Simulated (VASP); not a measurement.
All values below come from vdW-DF-cx, VASP's PBE PAW potentials (set 64) (plane waves; VASP).

The input files of a VASP run:

INCAR:
```
SYSTEM = MnO2
PREC = Accurate
ENCUT = 520
EDIFF = 1E-7
NELM = 100
ALGO = Normal
LREAL = .FALSE.
LASPH = .TRUE.
ISMEAR = -5
GGA = CX
LUSE_VDW = .TRUE.
AGGAC = 0.0
LMAXMIX = 4
ISPIN = 2
MAGMOM = 2.4 -2.4 -0.0 0.0 0.0 -0.0
LORBIT = 11
LWAVE = .FALSE.
LCHARG = .TRUE.
NEDOS = 601
ISIF = 2
LEFG = .TRUE.
```

### POSCAR
```
MnO2
1
    4.3804390355     0.0000000000     0.0000000000
    0.0000000000     4.3804390355     0.0000000000
    0.0000000000     0.0000000000     2.8436029996
Mn O
2 4
Direct
  0.0000000000   0.0000000000   0.0000000000
  0.5000000000   0.5000000000   0.5000000000
  0.3032167618   0.3032167618   0.0000000000
  0.8032167618   0.1967832382   0.5000000000
  0.1967832382   0.8032167618   0.5000000000
  0.6967832382   0.6967832382   0.0000000000
```

### KPOINTS
```
Automatic
0
gamma
8 8 12
```

POTCAR, in this order: Mn_pv O (PBE.64 set). Program: vasp_std.

The resulting files:

OSZICAR:
```
       N       E                     dE             d eps       ncg     rms          rms(c)
DAV:   1     0.663988032019E+03    0.66399E+03   -0.28746E+04 12920   0.203E+03
DAV:   2     0.319038751795E+02   -0.63208E+03   -0.59590E+03 13506   0.572E+02
DAV:   3    -0.483731535868E+02   -0.80277E+02   -0.78291E+02 15714   0.192E+02
DAV:   4    -0.514482732401E+02   -0.30751E+01   -0.29602E+01 14678   0.334E+01
DAV:   5    -0.515007922035E+02   -0.52519E-01   -0.52512E-01 13126   0.512E+00    0.452E+01
DAV:   6    -0.473674570148E+02    0.41333E+01   -0.16569E+02 15702   0.121E+02    0.540E+01
DAV:   7    -0.383731353130E+02    0.89943E+01   -0.12613E+02 16236   0.124E+02    0.205E+01
DAV:   8    -0.362890648104E+02    0.20841E+01   -0.89177E+00 13464   0.297E+01    0.783E+00
DAV:   9    -0.359476935318E+02    0.34137E+00   -0.18109E+00 16904   0.137E+01    0.284E+00
DAV:  10    -0.359618954727E+02   -0.14202E-01   -0.18120E-01 13424   0.355E+00    0.157E+00
DAV:  11    -0.359584059891E+02    0.34895E-02   -0.24480E-02 13352   0.195E+00    0.444E-01
DAV:  12    -0.359580082859E+02    0.39770E-03   -0.43039E-03 14796   0.900E-01    0.193E-01
DAV:  13    -0.359579554308E+02    0.52855E-04   -0.38657E-04 14296   0.163E-01    0.747E-02
DAV:  14    -0.359578779443E+02    0.77487E-04   -0.87328E-05 14262   0.114E-01    0.240E-02
DAV:  15    -0.359578349616E+02    0.42983E-04   -0.42207E-05 14562   0.736E-02    0.174E-02
DAV:  16    -0.359578465291E+02   -0.11567E-04   -0.85943E-06 13928   0.404E-02    0.540E-03
DAV:  17    -0.359578498284E+02   -0.32993E-05   -0.99534E-07 16246   0.110E-02    0.176E-03
DAV:  18    -0.359578491750E+02    0.65340E-06   -0.15922E-07  7098   0.321E-03    0.115E-03
DAV:  19    -0.359578491039E+02    0.71037E-07   -0.12532E-08  6396   0.126E-03
   1 F= -.35957849E+02 E0= -.35957849E+02  d E =0.000000E+00  mag=     0.0000
```

File OUTCAR:
```
------------------------ aborting loop because EDIFF is reached ----------------------------------------
  FORCE on cell =-STRESS in cart. coord.  units (eV):
  Direction    XX          YY          ZZ          XY          YZ          ZX
  --------------------------------------------------------------------------------------
  Total        0.0838461      0.0838461     -0.0120147      0.0000000      0.0000000      0.0000000
  in kB        2.4620078      2.4620078     -0.3527923      0.0000000      0.0000000      0.0000000
  external PRESSURE =       1.5237411 kB  Pullay stress =       0.0000000 kB
  volume of cell :       54.56
      direct lattice vectors                 reciprocal lattice vectors
     4.380439036  0.000000000  0.000000000     0.228287620  0.000000000  0.000000000
     0.000000000  4.380439036  0.000000000     0.000000000  0.228287620  0.000000000
     0.000000000  0.000000000  2.843603000     0.000000000  0.000000000  0.351666530
 POSITION                                       TOTAL-FORCE (eV/Angst)
 -----------------------------------------------------------------------------------
      0.00000      0.00000      0.00000         0.000000      0.000000      0.000000
      2.19022      2.19022      1.42180         0.000000      0.000000      0.000000
      1.32822      1.32822      0.00000         0.014651      0.014651      0.000000
      3.51844      0.86200      1.42180         0.014651     -0.014651     -0.000000
      0.86200      3.51844      1.42180        -0.014651      0.014651      0.000000
      3.05222      3.05222      0.00000        -0.014651     -0.014651     -0.000000
 -----------------------------------------------------------------------------------
    total drift:                                0.000000      0.000000      0.000000
  FREE ENERGIE OF THE ION-ELECTRON SYSTEM (eV)
  ---------------------------------------------------
  free  energy   TOTEN  =       -35.9578491039 eV

  energy  without entropy=      -35.9578491039  energy(sigma->0) =      -35.95784910

 total charge

# of ion       s       p       d       tot
------------------------------------------
    1        0.361   6.486   4.950  11.797
    2        0.361   6.486   4.950  11.797
    3        1.564   3.456   0.000   5.020
    4        1.564   3.456   0.000   5.020
    5        1.564   3.456   0.000   5.020
    6        1.564   3.456   0.000   5.020
--------------------------------------------------
tot          6.979  26.794   9.900  43.673

 magnetization (x)

# of ion       s       p       d       tot
------------------------------------------
    1        0.010   0.019   2.408   2.437
    2       -0.010  -0.019  -2.408  -2.437
    3       -0.001  -0.046   0.000  -0.047
    4        0.001   0.046   0.000   0.047
    5        0.001   0.046   0.000   0.047
    6       -0.001  -0.046   0.000  -0.047
--------------------------------------------------
tot          0.000   0.000   0.000   0.000

 Electric field gradients after diagonalization (V/A^2)
 (convention: |V_zz| > |V_xx| > |V_yy|)
----------------------------------------------------------------------
 ion       V_xx      V_yy      V_zz     asymmetry (V_yy - V_xx)/ V_zz
----------------------------------------------------------------------
   1      -6.186    -3.587     9.773       0.266
   2      -6.186    -3.587     9.773       0.266
   3      59.942    25.006   -84.948       0.411
   4      59.942    25.006   -84.948       0.411
   5      59.942    25.006   -84.948       0.411
   6      59.942    25.006   -84.948       0.411
```
(Selected blocks of OUTCAR.)

File OUTCAR:
```
 val. band max:        5.5054654304   @ k =   0.0000   0.0000   0.5000

 cond. band min:       5.3989150497   @ k =   0.2500   0.2500   0.0833


 Fermi energy:         5.4492187522

 spin component 1

 k-point     1 :       0.0000    0.0000    0.0000
  band No.  band energies     occupation
      1     -44.9138      1.00000
      2     -44.8162      1.00000
      3     -44.7530      1.00000
      4     -42.2383      1.00000
      5     -42.2129      1.00000
      6     -42.1855      1.00000
      7     -14.5467      1.00000
      8     -12.5958      1.00000
      9     -12.2744      1.00000
     10     -12.1752      1.00000
     11      -2.4532      1.00000
     12      -1.6043      1.00000
     13      -1.0639      1.00000
     14      -0.3050      1.00000
     15       0.1826      1.00000
     16       1.3498      1.00000
     17       1.4194      1.00000
     18       1.9696      1.00000
     19       3.2206      1.00000
     20       3.3201      1.00000
     21       3.8124      1.00000
     22       3.9331      1.00000
     23       4.2811      1.00000
     24       4.3318      1.00000
     25       4.9923      1.00000
     26       5.1625      1.11504
     27       5.6877      0.00000
     28       6.6483      0.00000
     29       7.3666      0.00000
     30       8.6555      0.00000

 k-point     2 :       0.1250    0.0000    0.0000
  band No.  band energies     occupation
      1     -44.9138      1.00000
      2     -44.8162      1.00000
      3     -44.7531      1.00000
      4     -42.2383      1.00000
      5     -42.2129      1.00000
      6     -42.1855      1.00000
      7     -14.4835      1.00000
      8     -12.6701      1.00000
      9     -12.2833      1.00000
     10     -12.1929      1.00000
     11      -2.3367      1.00000
     12      -1.5510      1.00000
     13      -0.9549      1.00000
     14      -0.3012      1.00000
     15       0.2012      1.00000
     16       1.2199      1.00000
...
```

For a metal the tetrahedron method with Blöchl corrections gives inexact stress and forces.

The compound is MnO2 in the rutile structure. It was relaxed first.
